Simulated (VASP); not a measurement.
Given:

```yaml
crystal:
  lattice:
    - [4.48701, 0.00000, 0.00000]
    - [0.00000, 4.48701, 0.00000]
    - [0.00000, 0.00000, 3.15499]
  atoms:
    - { symbol: Ir, position: [0.00000, 0.00000, 0.00000] }
    - { symbol: Ir, position: [0.50000, 0.50000, 0.50000] }
    - { symbol: O, position: [0.30853, 0.30853, 0.00000] }
    - { symbol: O, position: [0.80853, 0.19147, 0.50000] }
    - { symbol: O, position: [0.19147, 0.80853, 0.50000] }
    - { symbol: O, position: [0.69147, 0.69147, 0.00000] }
```

Method: AM05 GGA, VASP's PBE PAW potentials (set 64) (plane waves; VASP). Numerical set-up: 520 eV cut-off, Gaussian smearing of 0.050 eV, potentials Ir O.

Unless said otherwise, spin-orbit coupling is left out, though it shifts the bands of the heavy elements here.

Problem. Predict the band gap (along the path) with the smallest direct gap where there is one.

Solution. 
* **band gap (along the path)**: none (metal, semimetal or under 0.01 eV)

Only differences to runs with the same potentials and settings are physical.

The compound is IrO2 in the rutile structure. It was relaxed first.
